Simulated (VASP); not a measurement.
Here is a VASP 6.6.1 calculation.

File INCAR:

```
  PREC = Accurate
  ENCUT = 520
  EDIFF = 1E-8
  ISMEAR = 0
  SIGMA = 0.02
  LREAL = F
  LASPH = T
  NELM = 60
  ALGO = Normal
  ISIF = 2
  LWAVE = F
  LCHARG = F
  GGA = PE
  LEPSILON = T
  IBRION = 8
  NSW = 1
```

The input KPOINTS:

```
Automatic mesh
0
Gamma
  8 8 8
```

Contents of POSCAR:

```
SiC                                     
1.0
    0.0000000000      2.1897234739      2.1897234739
    2.1897234739      0.0000000000      2.1897234739
    2.1897234739      2.1897234739      0.0000000000
  Si              C             
     1     1
Direct
     0.0000000000000000    0.0000000000000000    0.0000000000000000
     0.2500000000000000    0.2500000000000000    0.2500000000000000
```

Potentials or basis: VASP PAW PBE potentials, release 64 (Si, C).

The run is started by

```sh
$ cat potpaw_PBE.64/Si/POTCAR potpaw_PBE.64/C/POTCAR > POTCAR
$ mpirun -np 1 vasp_std > vasp.out
```

**Question.** What does it give for the electronic dielectric tensor (diagonal)?

**Answer.** 7.15.

**Question.** Predict the Born charges (mean of the diagonal).

**Answer.** Si +2.69; C -2.69 e.

**Question.** Predict the band gap on the k mesh.

**Answer.** 1.37 eV, indirect (least direct gap 4.53 eV).

**Question.** Estimate the highest phonon frequency at Γ, LO-TO splitting left out.

**Answer.** 775 cm⁻¹.

Born effective charge tensors (e):
atom 1, Si
```
2.69 0.00 0.00
0.00 2.69 0.00
0.00 0.00 2.69
```
atom 2, C
```
-2.69  0.00  0.00
 0.00 -2.69  0.00
 0.00  0.00 -2.69
```

**What was measured.**

“Insight into the structural, elastic and electronic properties of a new orthorhombic 6O-SiC polytype”, 2020, pmc:7200658 quotes, for a bulk crystal of SiC: band gap 2.4 eV (indirect).

“Infrared properties of SiC particles”, 1999, arxiv:astro-ph/9903031 quotes, for a bulk crystal of SiC: high-frequency dielectric constant 6.49.

A measured gap of SiC is 2.4 eV (indirect; quoted in “Insight into the structural, elastic and electronic properties of a new orthorhombic 6O-SiC polytype”, 2020, pmc:7200658); the calculated 1.37 eV misses it by -1.03 eV. The value is that of PBE on a finite k mesh, which can miss the band edges, without temperature or zero-point motion. Semilocal functionals fall short of measured gaps as a rule. Measured high-frequency dielectric constant of SiC: 6.49 (quoted in “Infrared properties of SiC particles”, 1999, arxiv:astro-ph/9903031). This calculation gives 7.15 (+10.2 %).
